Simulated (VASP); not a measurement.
A run of VASP 6.6.1 is set up as follows.

INCAR

```
ALGO     = Fast           # electronic algorithm
EDIFF    = 1E-4           # SCF threshold, eV
EDIFFG   = -0.08          # ionic threshold
ENCUT    = 520            # plane-wave cutoff, eV
GGA      = PE             # functional
IBRION   = 2              # ionic algorithm
ISIF     = 3              # what is computed and relaxed
ISMEAR   = 0              # smearing method
KPAR     = 2            
LASPH    = True           # aspherical terms in the spheres
LCHARG   = False          # write CHGCAR
LREAL    = False          # projectors in reciprocal space
LWAVE    = False          # write WAVECAR
NELM     = 60             # most SCF steps
NSW      = 24             # ionic steps
PREC     = Normal         # precision mode
SIGMA    = 0.15           # smearing width, eV
```

The input KPOINTS:

```
k-points
0
Gamma
  9 9 5
```

File POSCAR:

```
SiB
1.0
    1.4369023000     -2.0072639900      0.0000000000
    1.4369023000      2.0072639900      0.0000000000
    0.0000000000      0.0000000000      4.0485546100
Si B
1 1
Direct
    0.0000000000      0.0000000000      0.0000000000
    0.5000000000      0.5000000000      0.5000000000
```

Potentials or basis: VASP PAW PBE potentials, release 64 (Si, B).

Launch:

```bash
$ cat potpaw_PBE.64/Si/POTCAR potpaw_PBE.64/B/POTCAR > POTCAR
$ mpirun -np 2 vasp_std > vasp.out
```

Problem. Estimate the relaxed volume.

Solution. 10.53 Å³/atom.

Problem. What does it give for the band gap on the k mesh?

Solution. None (metal or under the smearing width).

Problem. Estimate the relaxed cell.

Solution. a = 2.759 Å, b = 2.759 Å, c = 2.985 Å, α = 90.00°, β = 90.00°, γ = 112.10°.

Stress tensor (GPa, compression positive):
```
-0.44  0.00  0.00
 0.00  0.81  0.00
 0.00  0.00  1.21
```
